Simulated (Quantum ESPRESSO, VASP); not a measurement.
The input files of a VASP run:

File KPOINTS:
```
K-points
0
gamma
 7 7 4
0 0 0
```

INCAR:
```
SYSTEM = CdSe
LREAL = .FALSE.
LMAXMIX = 4
EDIFF = 1E-6
ENCUT = 300
ALGO = Normal   # blocked Davidson
PREC = Accurate
SIGMA = 0.01
NELM = 100   # most electronic steps
GGA = PE   # PBE
ISMEAR = 0
ISIF = 2
LCHARG = .FALSE.
LASPH = .TRUE.   # aspherical one-centre terms
LWAVE = .FALSE.
```

File POSCAR:
```
CdSe
1
    4.3460900000     0.0000000000     0.0000000000
   -2.1730450000     3.7638240000     0.0000000000
    0.0000000000     0.0000000000     7.0898400000
Cd Se
2 2
Direct
  0.6666670000   0.3333330000   0.4999500000
  0.3333330000   0.6666670000   0.9999500000
  0.6666670000   0.3333330000   0.8759100000
  0.3333330000   0.6666670000   0.3759100000
```

POTCAR, in this order: Cd Se (PBE.64 set). Program: vasp_std.

Task: Translate it to Quantum ESPRESSO.

Result: One input that does it (PBE, GBRV 1.5 ultrasoft (PBE) pseudopotentials):
```
&control
  calculation = 'scf'
  prefix = 'CdSe'
  outdir = './tmp'
  pseudo_dir = './'
  tprnfor = .true.
  tstress = .true.
/
&system
  ibrav = 0
  celldm(1) = 8.2129194342
  nat = 4
  ntyp = 2
  ecutwfc = 40
  ecutrho = 200
  occupations = 'fixed'
  nbnd = 22
/
&electrons
  conv_thr = 1.0d-9
/
ATOMIC_SPECIES
Cd   112.4140  cd_pbe_v1.uspp.F.UPF
Se    78.9710  se_pbe_v1.uspp.F.UPF
CELL_PARAMETERS alat
   1.0000000000     0.0000000000     0.0000000000
  -0.5000000000     0.8660254038     0.0000000000
   0.0000000000     0.0000000000     1.6313146592
ATOMIC_POSITIONS bohr
Cd    4.1064597171    2.3708656231    6.6982580409
Cd    0.0000000000    4.7417312462   13.3971859746
Se    4.1064597171    2.3708656231   11.7353159328
Se    0.0000000000    4.7417312462    5.0363879991
K_POINTS automatic
7 7 4  0 0 0
```
Both inputs were run and reached self-consistency, which says nothing on mesh or cut-off. Potentials, basis and cut-offs are each code's own, so they don't translate, and total energies aren't comparable.

Fixed occupations appear in VASP as a very narrow Gaussian smearing.

The structure comes from a computed database's CdSe entry (P6_3mc); how it stands against other phases isn't given here. The cell was not relaxed at this level, and it may have been scaled.
